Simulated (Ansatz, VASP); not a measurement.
# Cross-check of WCl2 between VASP and Ansatz

One calculation is typed for both programs; each brings its own data sets. How far apart do they land? The cell is taken from a series of runs on this material, whose earlier steps may have relaxed, scaled, displaced or heated it; both programs get it as it stands.

Method: plane waves, with VASP 6.6.1 beside it; single point at PBEsol, in Ansatz 0.2.0.

**1. The structure**

The cell holds 3 atoms: 1 W and 2 Cl. Cell: a = 3.069 Å, b = 3.069 Å, c = 30.112 Å, α = 90.0°, β = 90.0°, γ = 120.0°. Vacuum lies along c.

**2. Ansatz: single point, PBEsol**

Ansatz runs on its default PAW (the set named soft_2) files.

With cell and atoms fixed, the geometry can't cause a difference; cores, projectors, grids and the points listed under the comparison can.

File input.yaml:

```yaml
crystal:
  lattice:
    - [0.0, 2.17013465, 2.17013465]
    - [2.17013465, -2.17013465, 0.0]
    - [17.38503569, 17.38503569, -17.38503569]
  atoms:
    - { symbol: W, position: [0.0, 0.0, 0.3180797022] }
    - { symbol: Cl, position: [0.3333333333, 0.6666666667, 0.375446635] }
    - { symbol: Cl, position: [0.6666666667, 0.3333333333, 0.2607127693] }
  periodic: [true, true, false]
kpoints:
  mp_grid: { grid: [12, 12, 1] }
  band_path:
    path:
      - [0.0, 0.0, 0.0]
      - [0.5, 0.0, 0.0]
      - [0.33333333, 0.33333333, 0.0]
      - [0.0, 0.0, 0.0]
    npoints: 10
hamiltonian:
  xc: pbesol
scf:
  occupations: { method: gaussian, width: 0.08 }
  n_extra_bands: 19
  max_iter: 150
  lower_state_search: "off"
output:
  eigenvalues: true
  forces: true
  stress: true
  fatbands: true
  write_density: true
  write_potential: true
  elf: true
  volumetric_format: npy
```

Command:

```bash
$ ansatz run input.yaml --threads 8 --pin off --max-ram 14745MiB --backend cpu --events-out ev --progress --plain --runs-dir out
```

Numbers of over 12 decimals in the logs are rounded to 6 here.

The program printed:

```text
scf.n_extra_bands = 19 over 14 filled bands (N_el = 28.0): the run solves 33 bands
Engine: ansatz 0.2.0, aarch64-unknown-linux-gnu
Pseudopotentials: kind: paw
Pseudopotential: W, paw, valence charge 14, recommended cutoff 420 eV (normal), W.paw.azcp
Pseudopotential: Cl, paw, valence charge 7, recommended cutoff 420 eV (normal), Cl.paw.azcp
Functional definition: PBEsol
  exchange = pbesol_x
  correlation = pbesol_c
Crystal: 3 atoms, lattice volume = 245.624 Å³
Basis set: ecut = 420 eV, 4781 PW (Γ), exchange–correlation on 48×48×432 points (8 copies of the dense FFT grid, shifted against one another)
Bands: 33, of which v1, the nominal top of the filled ones, is band 14 counted from 1 (13 counted from 0)
Symmetry: 12 space group operations
Space group: P-3m1 (ITA 164), of the structure as read, at distance tolerance 6.3e-5 Å
k-points: 19 of 144
Non-local potential: W, projectors of the file, l = 0: 3, l = 1: 2, l = 2: 2, l = 3: 1
Non-local potential: Cl, projectors of the file, l = 0: 2, l = 1: 2, l = 2: 2
PAW form: soft (Blöchl's): semilocal exchange-correlation on the pseudo side does not see the compensation charge
PAW frozen core: W, regenerated for the run's functional, and the local potential with it (the file was generated under x = pbe(κ = 0.804, μ = 0.219515), c = pbe(β = 0.066725))
PAW frozen core: Cl, regenerated for the run's functional, and the local potential with it (the file was generated under x = pbe(κ = 0.804, μ = 0.219515), c = pbe(β = 0.066725))
PAW one-centre angular grid: W, 590 points (default); XC on 64 Gauss nodes
PAW one-centre angular grid: Cl, 110 points (default); XC on 64 Gauss nodes
Initial density: superposition of atomic densities (neutral atoms: chi_scale 0, normalization atom), corrected by the library's trained network
Initial wavefunctions: pseudopotential atomic-orbital guess
Functional: x = pbesol(κ = 0.804, μ = 0.123457), c = pbesol(β = 0.046)
SCF iter   1: F=—  HF=-12379.008580 eV  |F-HF|=—  |Δ(HF+E_count)|=         —  Δρ=5.92e-3  dr2=4.59e-1  ethr=1.77e-3  ⟨swp⟩=13.1  Hψ=5588  notcnv=0  defer=121
preconditioner: auto → LDOS  [insulator: Δε(μ)=0.160 eV  Ē_g=15.384 eV  σ=0.080 eV  W_gap=0.68  n_scr=18 (ndim 8)  ℏωp=10.6 eV  f_vac=0.754  D(μ)=1.29/eV (n_scr^D=8)  ε∞_Penn≈1.5  β→1.0]
SCF iter   2: F=—  HF=-12378.999802 eV  |F-HF|=—  |Δ(HF+E_count)|=   8.78e-3  Δρ=6.57e-3  dr2=3.49e-1  ethr=1.64e-3  ⟨swp⟩=3.6  Hψ=1074  notcnv=0  defer=259
SCF iter   3: F=—  HF=-12378.926621 eV  |F-HF|=—  |Δ(HF+E_count)|=   7.32e-2  Δρ=8.85e-4  dr2=1.38e-3  ethr=1.25e-3  ⟨swp⟩=2.9  Hψ=711  notcnv=0  defer=259
SCF iter   4: F=—  HF=-12378.927236 eV  |F-HF|=—  |Δ(HF+E_count)|=   6.15e-4  Δρ=2.85e-4  dr2=1.90e-4  ethr=4.94e-6  ⟨swp⟩=4.1  Hψ=1360  notcnv=0  defer=256
SCF iter   5: F=—  HF=-12378.927207 eV  |F-HF|=—  |Δ(HF+E_count)|=   2.89e-5  Δρ=7.61e-5  dr2=8.77e-6  ethr=6.77e-7  ⟨swp⟩=3.1  Hψ=687  notcnv=0  defer=256
SCF iter   6: F=—  HF=-12378.927300 eV  |F-HF|=—  |Δ(HF+E_count)|=   9.28e-5  Δρ=1.46e-5  dr2=3.39e-7  ethr=3.13e-8  ⟨swp⟩=3.3  Hψ=820  notcnv=0  defer=256
iter 7 met the thresholds in force, and the SCF goes on: an eigenvalue changes by 11.43 meV, over its tolerance of 10.00 meV (output.eigenvalues, Limitations)
SCF iter   7: F=-12378.927301 eV  HF=-12378.927300 eV  |F-HF|=1.30e-7  |Δ(HF+E_count)|=   6.36e-7  Δρ=4.24e-6  dr2=2.28e-8  ethr=3.57e-10  ⟨swp⟩=33.4  Hψ=8802  notcnv=0
SCF iter   8: F=-12378.927301 eV  HF=-12378.927301 eV  |F-HF|=9.52e-9  |Δ(HF+E_count)|=   1.26e-7  Δρ=7.29e-7  dr2=7.63e-10  ethr=8.14e-11  ⟨swp⟩=18.8  Hψ=5059  notcnv=0
SCF 1 converged in 8 iterations: F = -12378.927301 eV  dr2 = 7.63e-10
  greatest PAW one-centre occupation: 1.000 electrons in one spin orbital (limit 2), on the W atom at site 0 (counted from 0), in its partial waves of l = 0
NSCF: frozen V_eff on 31 k-points
SCF converged after 8 iterations
an eigenvalue changed by more than its tolerance at an iteration that met the thresholds in force, so the SCF went on 1 time: the last check found none over its tolerance
Free energy (F): -12378.927301 eV
Harris-Foulkes:  -12378.927301 eV  (|F-HF|=9.52e-9)
Internal energy: -12378.923760 eV  (E = F + TS)
E sigma→0 (E₀):  -12378.925531 eV
Entropy (-TS):   -0.003540 eV (-1.180 meV/atom)
Fermi energy:    -3.310617 eV
--- Per-component energies (eV) ---
  E_band       = -644.172951
  E_kinetic    = 777.089306
  E_local      = -53458.475239  (includes V_loc(G=0)·N_el)
  E_nonlocal   = 62.582833
  E_hartree    = 26289.647875
  E_xc         = -477.474996
  E_vxc        = -481.938719  (∫ρ·V_xc dr)
  E_paw        = -9720.242441  (= ΣΔE_a)
  E_vpaw       = -122.727139  (= ΣTr[D̂ρ^β])
  E_aug_tail   = 0.000127  (compensation charges beyond the density's cutoff)
  E_ewald      = 24147.570117
  E_core_change = 0.378656  (= ΣΔE_core)
  E_smearing   = -0.003540  (= −TS)
  E_closure    = 0.000000  (closes the sum)
  Σ components = -12378.927301   (vs F -12378.927301, Δ=0.00e0)
--- Forces (eV/Å), atoms counted from 1 ---
  atom   1  W      0.00000000     0.00000000    -0.00000000
  atom   2  Cl    -0.00226754    -0.00226754     0.00226754
  atom   3  Cl     0.00226754     0.00226754    -0.00226754
  max |Σ_I F_I| component: 9.11e-18 eV/Å
--- 2D stress c σ (N/m, compression-positive) ---
       -0.250253       0.125126      -0.125126
        0.125126      -0.250253      -0.125126
       -0.125126      -0.125126      -0.250253
  P = ½ c Tr σ = -0.3754 N/m
--- Band table (eV; the first three rows and the last of 19) ---
  k-point 0: bands = [... 10 lower, -7.1960, -7.1960, -6.5557, -4.4848, -4.4848, -2.4629, -2.4629, -1.2174 (-1.2174°), ... 15 higher]
  k-point 1: bands = [... 10 lower, -7.8265, -7.3685, -6.3982, -4.5873, -4.2979, -2.5749, -2.4065, -0.9111 (-0.9112°), ... 15 higher]
  k-point 2: bands = [... 10 lower, -8.7585, -7.7129, -6.2208, -4.7732, -3.8317, -2.6228, -2.2545, -0.3016 (-0.3018°), ... 15 higher]
  k-point 18: bands = [... 10 lower, -10.1988, -10.1988, -4.3460, -4.3460, -2.5560, -1.4970, -1.4970, 0.5960, ... 15 higher]
  ° read free of the cell's end (the report's vacuum.weakly_bound_levels)
  °? not known for the slab's own: over its row's bound_up_to_ev there, or no deeper under its free states than its continued_xc_part_ev in size
```

**3. VASP: single point, PBEsol**

The same cell, functional, mesh and smearing now go to VASP, with its own data sets.

Lines of VASP's logs that name or quote its potential files are left out, and so is its time.

File INCAR:

```
SYSTEM = WCl2
PREC = Accurate
ENCUT = 520
EDIFF = 1E-06
NELM = 120
ISMEAR = 0
SIGMA = 0.08
LREAL = .FALSE.
ALGO = Normal
GGA = PS
NBANDS = 16
LASPH = .TRUE.
LORBIT = 11
LWAVE = .FALSE.
LCHARG = .FALSE.
ISIF = 2
LDIPOL = .TRUE.
IDIPOL = 3
DIPOL = 0.5 0.5 0.318
LVHAR = .TRUE.
GGA_COMPAT = .FALSE.
NELMDL = -8
```

File POSCAR:

```
WCl2
1.0
    0.0000000000      2.1701346500      2.1701346500
    2.1701346500     -2.1701346500      0.0000000000
   17.3850356900     17.3850356900    -17.3850356900
W Cl
1 2
Direct
    0.0000000000      0.0000000000      0.3180797022
    0.3333333333      0.6666666667      0.3754466350
    0.6666666667      0.3333333333      0.2607127693
```

File KPOINTS:

```
Automatic mesh
0
Gamma
12 12 1
0 0 0
```

The projector-augmented-wave data sets are W and Cl (PBE family, release 64).

Command:

```bash
$ mpirun -np 1 vasp_std
```

The program printed:

```text
[banner, memory and clock lines left out]
running    1 mpi-ranks, on    1 nodes
 distrk:  each k-point on    1 cores,    1 groups
 distr:  one band on    1 cores,    1 groups

 POSCAR found type information on POSCAR W Cl
 POSCAR found :  2 types and       3 ions
|                                                                             |
|               ----> ADVICE to this user running VASP <----                  |
|                                                                             |
|     You enforced a specific xc type in the INCAR file but a different       |
|     [... a line on the potential file left out ...]
|     I HOPE YOU KNOW WHAT YOU ARE DOING!                                     |
|                                                                             |

 LDA part: xc-table for (Slater+PW92), standard interpolation
 POSCAR, INCAR and KPOINTS ok, starting setup
 FFT: planning ... GRIDC
 FFT: planning ... GRID_SOFT
 FFT: planning ... GRID
 WAVECAR not read
 entering main loop
       N       E                     dE             d eps       ncg     rms          rms(c)
DAV:   1     0.177926187333E+03    0.17793E+03   -0.65618E+03   608   0.891E+02
DAV:   2     0.446815754427E+01   -0.17346E+03   -0.16534E+03  1048   0.178E+02
DAV:   3    -0.188864769652E+02   -0.23355E+02   -0.23193E+02   912   0.845E+01
DAV:   4    -0.192983779981E+02   -0.41190E+00   -0.41087E+00   784   0.140E+01
DAV:   5    -0.193069201006E+02   -0.85421E-02   -0.85408E-02   856   0.192E+00
DAV:   6    -0.193072408553E+02   -0.32075E-03   -0.32075E-03   824   0.370E-01
DAV:   7    -0.193072532445E+02   -0.12389E-04   -0.12389E-04   872   0.702E-02
DAV:   8    -0.193072538442E+02   -0.59970E-06   -0.59949E-06   784   0.154E-02    0.237E+01
DAV:   9    -0.187186140476E+02    0.58864E+00   -0.11432E+00   888   0.588E+00    0.117E+01
DAV:  10    -0.185933764431E+02    0.12524E+00   -0.50921E-01   864   0.419E+00    0.202E+00
DAV:  11    -0.185927872784E+02    0.58916E-03   -0.35777E-02   816   0.156E+00    0.663E-01
DAV:  12    -0.185905897219E+02    0.21976E-02   -0.28289E-03   888   0.366E-01    0.475E-01
DAV:  13    -0.185895234864E+02    0.10662E-02   -0.40007E-03   856   0.363E-01    0.159E-01
DAV:  14    -0.185894521721E+02    0.71314E-04   -0.35389E-04   856   0.117E-01    0.369E-02
[...]
DAV:  19    -0.185898037592E+02   -0.47477E-04   -0.16633E-06   632   0.600E-03    0.505E-03
DAV:  20    -0.185898186594E+02   -0.14900E-04   -0.40417E-07   680   0.360E-03    0.189E-03
DAV:  21    -0.185898319255E+02   -0.13266E-04   -0.84377E-07   576   0.302E-03    0.217E-03
DAV:  22    -0.185898359634E+02   -0.40379E-05   -0.93968E-08   728   0.141E-03    0.185E-03
DAV:  23    -0.185898409901E+02   -0.50266E-05   -0.16304E-07   616   0.124E-03    0.477E-04
DAV:  24    -0.185898420668E+02   -0.10767E-05   -0.12426E-08   704   0.502E-04    0.497E-04
DAV:  25    -0.185898437834E+02   -0.17166E-05   -0.40853E-08   608   0.465E-04    0.470E-04
DAV:  26    -0.185898440208E+02   -0.23740E-06   -0.37795E-10   696   0.171E-04
   1 F= -.18589844E+02 E0= -.18588069E+02  d E =-.354925E-02
```

From OUTCAR (step 3):

```text
ion  position               nearest neighbor table
   1  0.000  0.000  0.318-   2 2.47   2 2.47   2 2.47   3 2.47   3 2.47   3 2.47
   2  0.333  0.667  0.375-   1 2.47   1 2.47   1 2.47
   3  0.667  0.333  0.261-   1 2.47   1 2.47   1 2.47

  LATTYP: Found a hexagonal cell.
 ALAT       =     3.0690338542
 C/A-ratio  =     9.8114802693

 Subroutine GETGRP returns: Found 12 space group operations
 (whereof  6 operations were pure point group operations)

The static configuration has the point symmetry C_3v.
 The point group associated with its full space group is D_3d.

 Found     19 irreducible k-points:

   k-points           NKPTS =     19   k-points in BZ     NKDIM =     19   number of bands    NBANDS=     16

   dimension x,y,z NGX =    24 NGY =   24 NGZ =  224
   dimension x,y,z NGXF=    48 NGYF=   48 NGZF=  448

   ENCUT  =  520.0 eV  38.22 Ry    6.18 a.u.   5.71  5.71 55.99*2*pi/ulx,y,z

   NELECT =      20.0000    total number of electrons

 k-points in reciprocal lattice and weights: Automatic mesh
   0.00000000  0.00000000  0.00000000       0.007
   0.08333333  0.00000000  0.00000000       0.042
   0.16666667  0.00000000  0.00000000       0.042
   0.25000000  0.00000000  0.00000000       0.042
   0.33333333  0.00000000  0.00000000       0.042
   0.41666667  0.00000000  0.00000000       0.042
   0.50000000  0.00000000  0.00000000       0.021
   0.08333333  0.08333333  0.00000000       0.042
   0.16666667  0.08333333 -0.00000000       0.083
[...]
0.33333333  0.25000000  0.00000000       0.083
   0.33333333  0.33333333  0.00000000       0.014

 dipolmoment           0.000002      0.000002     -0.000002 electrons x Angstroem

 average (electrostatic) potential at core
       1 -47.5651       2 -99.6003       3 -99.6003

 E-fermi :  -0.9595

 k-point     1 :       0.0000    0.0000    0.0000
  band No.  band energies     occupation
    ...
      7      -4.8327      2.00000
      8      -4.8327      2.00000
      9      -4.2110      2.00000
     10      -2.1350      2.00000
     11      -2.1350      2.00000
     12      -0.1169      0.00000
     13      -0.1169      0.00000
     14       1.1314      0.00000
     15       1.8887      0.00000
     16       2.2684      0.00000

 k-point     2 :       0.0833    0.0000    0.0000
  band No.  band energies     occupation
    ...
      7      -5.4667      2.00000
      8      -5.0063      2.00000
      9      -4.0503      2.00000
     10      -2.2341      2.00000
     11      -1.9473      2.00000
     12      -0.2286      0.00000
     13      -0.0610      0.00000
     14       1.4347      0.00000
     15       2.0672      0.00000
     16       2.4280      0.00000

 k-point     3 :       0.1667    0.0000    0.0000
  band No.  band energies     occupation
    ...
      7      -6.4011      2.00000
      8      -5.3532      2.00000
      9      -3.8721      2.00000
     10      -2.4141      2.00000
     11      -1.4797      2.00000
     12      -0.2754      0.00000
     13       0.0895      0.00000
     14       2.0444      0.00000
     15       2.5505      0.00000
     16       2.8459      0.00000

  Total       -0.2666823     -0.2666823     -0.2666823      0.0547911     -0.0547911     -0.0547911
  in kB       -1.7395407     -1.7395407     -1.7395407      0.3573967     -0.3573967     -0.3573967
  external PRESSURE =      -1.7395407 kB  Pullay stress =       0.0000000 kB

  energy-cutoff  :      520.00
  volume of cell :      245.62
      direct lattice vectors                 reciprocal lattice vectors
     0.000000000  2.170134650  2.170134650     0.153600300  0.153600300  0.307200600
     2.170134650 -2.170134650  0.000000000     0.307200600 -0.153600300  0.153600300
    17.385035690 17.385035690-17.385035690     0.019173578  0.019173578 -0.019173578

 POSITION                                       TOTAL-FORCE (eV/Angst)
 -----------------------------------------------------------------------------------
      5.52983      5.52983     -5.52983        -0.000000     -0.000000      0.000000
      7.97391      5.80377     -5.80377        -0.021016     -0.021016      0.021016
      5.25588      5.25588     -3.08574         0.021016      0.021016     -0.021016
 -----------------------------------------------------------------------------------
    total drift:                                0.000031      0.000031     -0.000031

  FREE ENERGIE OF THE ION-ELECTRON SYSTEM (eV)
  ---------------------------------------------------
  free  energy   TOTEN  =       -18.5898440208 eV

  energy  without entropy=      -18.5862947694  energy(sigma->0) =      -18.58806940

 vacuum level on the upper side and lower side of the slab         2.335         2.335

 total charge
# of ion       s       p       d       tot
------------------------------------------
    1        0.451   0.520   4.270   5.241
    2        1.596   3.483   0.000   5.079
    3        1.596   3.483   0.000   5.079
--------------------------------------------------
tot          3.643   7.486   4.270  15.399

[... 3 further parts left out ...]
```

**4. Side by side**

Known differences besides the potentials themselves: Ansatz cuts the interaction across the vacuum, VASP repeats the sheet with a dipole correction; the data sets hold 28 valence electrons in Ansatz (on its default PAW (the set named soft_2) files) and 20 in VASP; the cutoff is 420 eV in Ansatz and 520 eV in VASP; Ansatz makes its cores anew for this functional, VASP keeps those of its PBE data sets. Total energies have different zeros and are not compared.

At this near-relaxed geometry the largest component of a force difference is 19 meV/Å. With vacuum in the cell, a pressure given here is an average over mostly empty space and none of the material.

**5. Further runs**

Further runs change the set-up of one program: Ansatz's method, potentials or start, or VASP's data sets, cutoff or form of LDA. The table gives that difference for each run.

```
                                                       run  r.m.s. force difference (meV/Å)
                                                  as above                               15
VASP with the data sets W_sv and Cl and a cutoff of 400 eV                               25
```

**6. Outcome**

| Quantity | Value |
| --- | --- |
| r.m.s. force difference (single point, PBEsol) | 15 meV/Å |

In words: The r.m.s. force difference is 15 meV/Å (single point, PBEsol), beyond the 12 meV/Å picked in this series as the mark of a large difference. The data sets hold unlike numbers of valence electrons (28 in Ansatz and 20 in VASP), so part of the differences comes from the potentials. Single point, PBEsol, VASP with the data sets W_sv and Cl and a cutoff of 400 eV: r.m.s. force difference goes from 15 to 25 meV/Å. How closely two codes agree says nothing of how well the functional describes the real material.

[Lines on the potential files, build, host, timing and source positions are cut from VASP's logs without a mark.]

[Logs are printed without paths, hosts, clocks, repeated set-up lines and the standing remarks that a program may print on its own settings, such as how far it seeks lower states.]

[Hosts, paths, dates, database ids (printed as entryN), source tags and the programs' standing remarks are cut or masked in the printed files.]
